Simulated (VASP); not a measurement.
Given:

```xyz
2
Lattice="3.0757 0.0000 0.0000 -1.5378 2.6636 0.0000 0.0000 0.0000 4.4011" Properties=species:S:1:pos:R:3 pbc="T T T"
Zr     0.0000     0.0000     0.0000
Si     1.5378     0.8879     2.2006
```

Calculation: PBEsol GGA, VASP's PBE PAW potentials (set 64) (plane waves; VASP). Run with 480 eV cut-off, 12×12×8 Γ-centred mesh, first-order Methfessel-Paxton smearing of 0.10 eV, potentials Zr_sv Si.

Problem. Estimate the energy per atom (σ→0), band gap (on the k-mesh) with the smallest direct gap where there is one.

Solution. 
```json
{
  "band gap (on the k-mesh)": "none (metal, semimetal or under 0.01 eV)",
  "energy per atom (σ→0)": "-7.886 eV/atom"
}
```

Total energies compare only between runs with the same potentials, cut-off and functional.

The structure was generated: ZrSi was put into the WC type (P-6m2), which need not be its known phase. It was relaxed first, which changed the volume by -11 %.
